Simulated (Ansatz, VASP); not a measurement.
**In2Se3: VASP beside Ansatz**

One calculation is typed for both programs; each brings its own data sets. How far apart do they land? The cell is taken from a series of runs on this material, whose earlier steps may have relaxed, scaled, displaced or heated it; both programs get it as it stands.

Calculated with Ansatz 0.2.0; plane waves, with VASP 6.6.1 beside it; G0W0 gap at PBEsol.

## 1. The structure

The cell holds 5 atoms: 3 Se and 2 In. Its edges and angles: a = 3.901 Å, b = 3.902 Å, c = 36.000 Å, α = 90.0°, β = 90.0°, γ = 120.0°. It derives from In2Se3. Vacuum lies along c.

## 2. VASP: G0W0 gap, PBEsol

Quasiparticle shifts depend on high empty states and on the cores, so they are the hardest test of two PAW sets.

Lines of VASP's logs that name or quote its potential files are left out, and so is its time.

The run reads the wave functions of an earlier VASP run, which isn't shown here.

INCAR reads:

```
SYSTEM = In2Se3
PREC = Accurate
ENCUT = 300
ISMEAR = 0
SIGMA = 0.01
LREAL = .FALSE.
GGA = PS
NBANDS = 416
ALGO = EVGW0
NELMGW = 1
ENCUTGW = 50
NOMEGA = 64
PRECFOCK = Fast
NBANDSGW = 32
LWAVE = .FALSE.
LCHARG = .FALSE.
```

POSCAR reads:

```
In2Se3
1.0
    3.9010316537      0.0005764493      0.0000000000
   -1.9515920352      3.3786674895      0.0000000000
    0.0000000000      0.0000000000     36.0000000000
Se In
3 2
Direct
    0.3357286195      0.6691266763      0.4114452661
    0.0026708780      0.0026626880      0.5000000000
    0.6696131365      0.3361986997      0.5885547339
    0.6689993375      0.3357468449      0.4490245448
    0.3363424185      0.6695785311      0.5509754552
```

KPOINTS reads:

```
Automatic mesh
0
Gamma
6 6 1
0 0 0
```

The projector-augmented-wave data sets are Se_GW and In_d_GW (PBE family, release 64).

Run with:

```sh
> mpirun -np 16 vasp_std
```

Numbers of over 12 decimals in the logs are rounded to 6 here.

What it wrote:

```text
[banner, memory and clock lines left out]
running   16 mpi-ranks, on    1 nodes
 distrk:  each k-point on   16 cores,    1 groups
 distr:  one band on    1 cores,   16 groups

 POSCAR found type information on POSCAR SeIn
 POSCAR found :  2 types and       5 ions
|                                                                             |
|           W    W    AA    RRRRR   N    N  II  N    N   GGGG   !!!           |
|           W    W   A  A   R    R  NN   N  II  NN   N  G    G  !!!           |
|           W    W  A    A  R    R  N N  N  II  N N  N  G       !!!           |
|           W WW W  AAAAAA  RRRRR   N  N N  II  N  N N  G  GGG   !            |
|           WW  WW  A    A  R   R   N   NN  II  N   NN  G    G                |
|           W    W  A    A  R    R  N    N  II  N    N   GGGG   !!!           |
|                                                                             |
|     For optimal performance we recommend to set                             |
|       NCORE = 2 up to number-of-cores-per-socket                            |
|     NCORE specifies how many cores store one orbital (NPAR=cpu/NCORE).      |
|     This setting can greatly improve the performance of VASP for DFT.       |
|     The default, NCORE=1 might be grossly inefficient on modern             |
|     multi-core architectures or massively parallel machines. Do your        |
|     Unfortunately you need to use the default for GW and RPA                |
|     calculations (for HF NCORE is supported but not extensively tested      |
|     yet).                                                                   |
|                                                                             |

|                                                                             |
|               ----> ADVICE to this user running VASP <----                  |
|                                                                             |
|     You enforced a specific xc type in the INCAR file but a different       |
|     [... a line on the potential file left out ...]
|     I HOPE YOU KNOW WHAT YOU ARE DOING!                                     |
|                                                                             |

|                                                                             |
|           W    W    AA    RRRRR   N    N  II  N    N   GGGG   !!!           |
|           W    W   A  A   R    R  NN   N  II  NN   N  G    G  !!!           |
|           W    W  A    A  R    R  N N  N  II  N N  N  G       !!!           |
|           W WW W  AAAAAA  RRRRR   N  N N  II  N  N N  G  GGG   !            |
|           WW  WW  A    A  R   R   N   NN  II  N   NN  G    G                |
|           W    W  A    A  R    R  N    N  II  N    N   GGGG   !!!           |
|                                                                             |
|     The default for ENCUTGWSOFT is different in this version of VASP.       |
|     please manually set ENCUTGWSOFT =50 in the INCAR file.                  |
|                                                                             |

 LDA part: xc-table for (Slater+PW92), standard interpolation
 found WAVECAR, reading the header
 POSCAR, INCAR and KPOINTS ok, starting setup
 FFT: planning ... GRIDC
 FFT: planning ... GRID_SOFT
 FFT: planning ... GRID
 reading WAVECAR
 the WAVECAR file was read successfully
 initial charge from wavefunction
 available memory per node:     15.60 GB, setting MAXMEM to     15976

 The Fermi energy was updated, please check that it is located mid-gap
 values below the HOMO (VB) or above the LUMO (CB) will cause erroneous energies
 E-fermi :  -3.4838

 calculate exact exchange contribution
 the WAVEDER file was read successfully
energies w=
    0.000    0.000    0.161    0.000    0.322    0.000    0.482    0.000
    0.641    0.000    0.799    0.000    0.955    0.000    1.109    0.000
    1.262    0.000    1.412    0.000    1.560    0.000    1.706    0.000
    1.850    0.000    1.992    0.000    2.132    0.000    2.271    0.000
    2.408    0.000    2.544    0.000    2.679    0.000    2.813    0.000
    2.947    0.000    3.081    0.000    3.215    0.000    3.349    0.000
    3.484    0.000    3.621    0.000    3.758    0.000    3.898    0.000
    4.041    0.000    4.186    0.000    4.335    0.000    4.488    0.000
    4.646    0.000    4.809    0.000    4.978    0.000    5.154    0.000
    5.338    0.000    5.532    0.000    5.736    0.000    5.952    0.000
    6.182    0.000    6.428    0.000    6.692    0.000    6.978    0.000
    7.288    0.000    7.627    0.000    8.000    0.000    8.414    0.000
    8.875    0.000    9.395    0.000    9.986    0.000   10.663    0.000
   11.449    0.000   12.374    0.000   13.478    0.000   14.819    0.000
   16.482    0.000   18.598    0.000   21.380    0.000   25.196    0.000
   30.745    0.000   39.535    0.000   55.535    0.000   93.651    0.000
 responsefunction array rank=     400
 LDA part: xc-table for (Slater+PW92), standard interpolation

 min. memory requirement per mpi rank    501.7 MB, per node   8026.8 MB

 allocating   4 responsefunctions rank=   400
 shmem allocating  64 responsefunctions rank=   400
 response function shared by NCSHMEM nodes    1
 Doing            4  frequencies on each core in blocks of           64
NQ=   1    0.0000    0.0000    0.0000,
|.........|.........|.........|.........|.........|.........|.........|.........
 performed       1156000 updates of chi_q(r,r)
 total number of BLAS operations       1232.68 Gflops
NQ=   2    0.1667    0.0000    0.0000,
|.........|.........|.........|.........|.........|.........|.........|.........
 performed       2738000 updates of chi_q(r,r)
 total number of BLAS operations       3158.34 Gflops
NQ=   3    0.3333    0.0000    0.0000,
|.........|.........|.........|.........|.........|.........|.........|.........
 performed       4320000 updates of chi_q(r,r)
 total number of BLAS operations       5044.70 Gflops
NQ=   4    0.5000    0.0000    0.0000,
|.........|.........|.........|.........|.........|.........|.........|.........
 performed       5476000 updates of chi_q(r,r)
 total number of BLAS operations       6481.04 Gflops
NQ=   5   -0.0000    0.1667    0.0000,
|.........|.........|.........|.........|.........|.........|.........|.........
 performed       7058000 updates of chi_q(r,r)
 total number of BLAS operations       8406.70 Gflops
NQ=   6    0.1667    0.1667    0.0000,
|.........|.........|.........|.........|.........|.........|.........|.........
 performed       8640000 updates of chi_q(r,r)
 total number of BLAS operations      10196.58 Gflops
NQ=   7    0.3333    0.1667    0.0000,
|.........|.........|.........|.........|.........|.........|.........|.........
 performed      10222000 updates of chi_q(r,r)
 total number of BLAS operations      11996.00 Gflops
NQ=   8    0.5000    0.1667    0.0000,
|.........|.........|.........|.........|.........|.........|.........|.........
 performed      11804000 updates of chi_q(r,r)
 total number of BLAS operations      13795.43 Gflops
NQ=   9   -0.3333    0.1667    0.0000,
|.........|.........|.........|.........|.........|.........|.........|.........
 performed      13386000 updates of chi_q(r,r)
 total number of BLAS operations      15585.31 Gflops
NQ=  10   -0.1667    0.1667    0.0000,
|.........|.........|.........|.........|.........|.........|.........|.........
 performed      14968000 updates of chi_q(r,r)
 total number of BLAS operations      17510.97 Gflops
NQ=  11   -0.0000    0.3333    0.0000,
|.........|.........|.........|.........|.........|.........|.........|.........
 performed      16550000 updates of chi_q(r,r)
 total number of BLAS operations      19397.33 Gflops
NQ=  12    0.1667    0.3333    0.0000,
|.........|.........|.........|.........|.........|.........|.........|.........
 performed      18132000 updates of chi_q(r,r)
 total number of BLAS operations      21196.76 Gflops
NQ=  13    0.3333    0.3333    0.0000,
|.........|.........|.........|.........|.........|.........|.........|.........
 performed      19714000 updates of chi_q(r,r)
 total number of BLAS operations      22892.70 Gflops
NQ=  14    0.5000    0.3333    0.0000,
|.........|.........|.........|.........|.........|.........|.........|.........
 performed      21296000 updates of chi_q(r,r)
 total number of BLAS operations      24692.12 Gflops
NQ=  15   -0.3333    0.3333    0.0000,
|.........|.........|.........|.........|.........|.........|.........|.........
 performed      22878000 updates of chi_q(r,r)
 total number of BLAS operations      26578.48 Gflops
NQ=  16   -0.1667    0.3333    0.0000,
|.........|.........|.........|.........|.........|.........|.........|.........
 performed      24460000 updates of chi_q(r,r)
 total number of BLAS operations      28368.37 Gflops
NQ=  17   -0.0000    0.5000    0.0000,
|.........|.........|.........|.........|.........|.........|.........|.........
 performed      25616000 updates of chi_q(r,r)
 total number of BLAS operations      29804.71 Gflops
NQ=  18    0.1667    0.5000    0.0000,
|.........|.........|.........|.........|.........|.........|.........|.........
 performed      27198000 updates of chi_q(r,r)
 total number of BLAS operations      31604.13 Gflops
NQ=  19    0.3333    0.5000    0.0000,
|.........|.........|.........|.........|.........|.........|.........|.........
 performed      28780000 updates of chi_q(r,r)
 total number of BLAS operations      33403.55 Gflops
NQ=  20    0.5000    0.5000    0.0000,
|.........|.........|.........|.........|.........|.........|.........|.........
 performed      29936000 updates of chi_q(r,r)
 total number of BLAS operations      34839.89 Gflops
 resolving degeneracies of screened two electron integrals

 calculate QP shifts <psi_nk| G(iteration)W_0 |psi_nk>: iteration 1
 entering main loop
```

OUTCAR, selected parts (step 2):

```text
ion  position               nearest neighbor table
   1  0.336  0.669  0.411-   4 2.63   4 2.63   4 2.63
   2  0.003  0.003  0.500-   4 2.90   5 2.90   5 2.91   4 2.91   4 2.91   5 2.91
   3  0.670  0.336  0.589-   5 2.63   5 2.63   5 2.63
   4  0.669  0.336  0.449-   1 2.63   1 2.63   1 2.63   2 2.90   2 2.91   2 2.91
   5  0.336  0.670  0.551-   3 2.63   3 2.63   3 2.63   2 2.90   2 2.91   2 2.91

  LATTYP: Found a simple monoclinic cell.
 ALAT       =     3.9010316963
 B/A-ratio  =     9.2283279919
 C/A-ratio  =     1.0000511264
 COS(beta)  =    -0.4998265603

 Subroutine GETGRP returns: Found  2 space group operations
 (whereof  1 operations were pure point group operations)

The static configuration has the point symmetry C_1 .
 The point group associated with its full space group is S_2 .

 Found     20 irreducible k-points:

   k-points           NKPTS =     20   k-points in BZ     NKDIM =     36   number of bands    NBANDS=    416

   dimension x,y,z NGX =    24 NGY =   24 NGZ =  210
   dimension x,y,z NGXF=    48 NGYF=   48 NGZF=  420

   ENCUT  =  300.0 eV  22.05 Ry    4.70 a.u.   5.51  5.51 50.84*2*pi/ulx,y,z

   NELECT =      44.0000    total number of electrons

  energy-cutoff  :      300.00
  volume of cell :      474.53
      direct lattice vectors                 reciprocal lattice vectors
     3.901031654  0.000576449  0.000000000     0.256320569  0.148056351  0.000000000
    -1.951592035  3.378667490  0.000000000    -0.000043732  0.295949411  0.000000000
     0.000000000  0.000000000 36.000000000     0.000000000  0.000000000  0.027777778

 k-points in reciprocal lattice and weights: Automatic mesh
   0.00000000  0.00000000  0.00000000       0.028
   0.16666667  0.00000000  0.00000000       0.056
   0.33333333  0.00000000  0.00000000       0.056
   0.50000000  0.00000000  0.00000000       0.028
  -0.00000000  0.16666667  0.00000000       0.056
   0.16666667  0.16666667  0.00000000       0.056
   0.33333333  0.16666667  0.00000000       0.056
   0.50000000  0.16666667  0.00000000       0.056
  -0.33333333  0.16666667  0.00000000       0.056
[...]
0.33333333  0.50000000  0.00000000       0.056
   0.50000000  0.50000000  0.00000000       0.028

 E-fermi :  -3.4838

 QP shifts <psi_nk| G(iteration)W_0 |psi_nk>: iteration 1
 for sc-GW calculations column KS-energies equals QP-energies in previous step
 and V_xc(KS)=  KS-energies - (<T + V_ion + V_H > + <T+V_H+V_ion>^1  + <V_x>^1)
 k-point   1 :       0.0000    0.0000    0.0000
  band No.  KS-energies  QP-energies   sigma(KS)   V_xc(KS)     V^pw_x(r,r')   Z            occupation Imag(sigma)
    ...
     19      -3.7820      -4.0160     -12.7056     -12.3891     -14.5764       0.7393       2.0000       0.0812
     20      -3.7820      -4.0160     -12.7056     -12.3891     -14.5764       0.7393       2.0000       0.0812
     21      -3.6845      -3.9143     -12.7739     -12.4647     -14.5874       0.7430       2.0000       0.0737
     22      -3.6824      -3.9121     -12.7744     -12.4652     -14.5872       0.7429       2.0000       0.0736
     23      -2.0950      -1.3886     -10.0113     -10.9158      -7.6199       0.7810       0.0000       0.0075
     24      -0.7069       0.1592      -9.7699     -10.8718      -6.6022       0.7860       0.0000      -0.0038
     25      -0.4613       0.2057      -8.8186      -9.6559      -5.3588       0.7967       0.0000      -0.0115
     26       1.4921       2.2557      -9.3908     -10.3684      -5.5760       0.7811       0.0000      -0.0578
    ...

 k-point   2 :       0.1667    0.0000    0.0000
  band No.  KS-energies  QP-energies   sigma(KS)   V_xc(KS)     V^pw_x(r,r')   Z            occupation Imag(sigma)
    ...
     19      -4.7199      -4.9907     -12.1228     -11.7515     -14.1275       0.7294       2.0000       0.1011
     20      -4.2655      -4.5712     -11.9863     -11.5651     -14.0140       0.7260       2.0000       0.0836
     21      -4.1033      -4.3644     -12.5575     -12.2030     -14.4842       0.7365       2.0000       0.0895
     22      -3.6683      -3.8807     -12.7097     -12.4246     -14.4975       0.7448       2.0000       0.0709
     23      -1.0920      -0.2807     -10.5376     -11.5923      -7.7171       0.7693       0.0000      -0.0074
     24      -0.8072       0.0179     -10.1632     -11.2279      -7.0686       0.7749       0.0000      -0.0087
     25       0.6619       1.4211      -9.1112     -10.0791      -5.5734       0.7843       0.0000      -0.0336
     26       1.5592       2.2729      -9.1081     -10.0256      -5.3611       0.7779       0.0000      -0.0702
    ...

 k-point   3 :       0.3333    0.0000    0.0000
  band No.  KS-energies  QP-energies   sigma(KS)   V_xc(KS)     V^pw_x(r,r')   Z            occupation Imag(sigma)
    ...
     19      -5.1752      -5.4961     -11.8322     -11.3807     -14.1090       0.7109       2.0000       0.1388
     20      -4.6682      -4.9712     -12.3373     -11.9224     -14.4171       0.7304       2.0000       0.1124
     21      -4.1037      -4.3996     -12.2338     -11.8287     -14.2094       0.7306       2.0000       0.0788
     22      -3.8244      -4.0569     -12.6379     -12.3251     -14.4559       0.7434       2.0000       0.0732
     23      -2.6342      -1.9834     -10.0373     -10.8710      -7.4980       0.7807       0.0000       0.0256
     24      -0.5363       0.3271     -10.2051     -11.3283      -6.9085       0.7687       0.0000      -0.0182
     25       0.3338       0.9997      -8.7526      -9.5949      -5.3052       0.7905       0.0000      -0.0309
     26       1.9116       2.3760      -8.0762      -8.6644      -4.3089       0.7895       0.0000      -0.0572
    ...

 k-point   4 :       0.5000    0.0000    0.0000
  band No.  KS-energies  QP-energies   sigma(KS)   V_xc(KS)     V^pw_x(r,r')   Z            occupation Imag(sigma)
    ...
     19      -5.6338      -5.9596     -11.5276     -11.0710     -13.7485       0.7134       2.0000       0.1900
     20      -4.9131      -5.2297     -12.2526     -11.8161     -14.4047       0.7253       2.0000       0.1247
     21      -4.0393      -4.3360     -12.3282     -11.9221     -14.2873       0.7306       2.0000       0.0774
     22      -3.9182      -4.1628     -12.6121     -12.2825     -14.4500       0.7420       2.0000       0.0752
     23      -3.3003      -2.7178     -10.0788     -10.8278      -7.9257       0.7777       0.0000       0.0331
     24      -0.8400      -0.0328      -9.8531     -10.8971      -6.5750       0.7732       0.0000      -0.0077
     25       0.1916       0.8558      -8.8938      -9.7351      -5.4782       0.7894       0.0000      -0.0284
     26       1.6574       2.1142      -8.2955      -8.8745      -4.4612       0.7889       0.0000      -0.0569
    ...

[... 4 further parts left out ...]
```

[end of part 1 of 2]

[Lines on the potential files, build, host, timing and source positions are cut from VASP's logs without a mark.]

[Logs are printed without paths, hosts, clocks, repeated set-up lines and the standing remarks that a program may print on its own settings, such as how far it seeks lower states.]

[Hosts, paths, dates, database ids (printed as entryN), source tags and the programs' standing remarks are cut or masked in the printed files.]
